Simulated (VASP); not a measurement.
These are PBEsol GGA, VASP's PBE PAW potentials (set 64) (plane waves; VASP) values and carry that method's errors.

Input for VASP

File POSCAR:
```
MgI2
1
    1.7746031358    -3.0736949013     0.0000000000
    1.7746031358     3.0736949013     0.0000000000
    0.0000000000     0.0000000000     5.8553840435
Mg I
1 2
Direct
  0.0000000000   0.0000000000   0.0000000000
  0.3333330000   0.6666670000   0.2819001216
  0.6666670000   0.3333330000   0.7180998784
```

### KPOINTS
```
Automatic
0
Gamma
  7 7 4
0 0 0
```

INCAR:
```
# general
SYSTEM   =  MgI2
PREC     =  Accurate
ENCUT    =  500
LREAL    =  F
LASPH    =  T

# electronic loop
EDIFF    =  1E-6
NELM     =  100
ALGO     =  Normal
LMAXMIX  =  4

# smearing
ISMEAR   =  0
SIGMA    =  0.05

# functional
GGA      =  PS

# ions
IBRION   =  2
NSW      =  40
ISIF     =  3
EDIFFG   =  -0.02
PSTRESS  =  450

# output
LWAVE    =  F
LCHARG   =  F
```

POTCAR, in this order: Mg I (PBE.64 set). Program: vasp_std.

Energy and stress use the plane-wave basis of the starting cell. Without a dispersion term in the relaxation, distances and binding between the weakly bound layers, chains or molecules are unreliable, and so is what depends on them.

### Question
Estimate the energy per atom (σ→0), volume per atom.

### Answer

- energy per atom (σ→0) = -159.9 kJ/mol of atoms
- volume per atom = 19.44 Å³/atom

**OSZICAR**
```
...
       N       E                     dE             d eps       ncg     rms          rms(c)
DAV:   1    -0.497308271301E+01   -0.31950E-01   -0.93485E-03   752   0.585E-01    0.101E-01
DAV:   2    -0.497289034202E+01    0.19237E-03   -0.43959E-04   744   0.153E-01    0.526E-02
DAV:   3    -0.497281094510E+01    0.79397E-04   -0.12255E-04   820   0.661E-02    0.150E-02
DAV:   4    -0.497280234843E+01    0.85967E-05   -0.16056E-05   800   0.248E-02    0.230E-02
DAV:   5    -0.497280119192E+01    0.11565E-05   -0.10949E-06   392   0.798E-03    0.194E-03
DAV:   6    -0.497280105698E+01    0.13494E-06   -0.36898E-07   340   0.461E-03
  11 F= 0.11404193E+02 E0= 0.11404193E+02  d E =-.160838E-03
```

The compound is MgI2 in the 1T layered structure. This run relaxes it under an external pressure of 45 GPa. Symmetry was kept, so distortions that lower it aren't found.
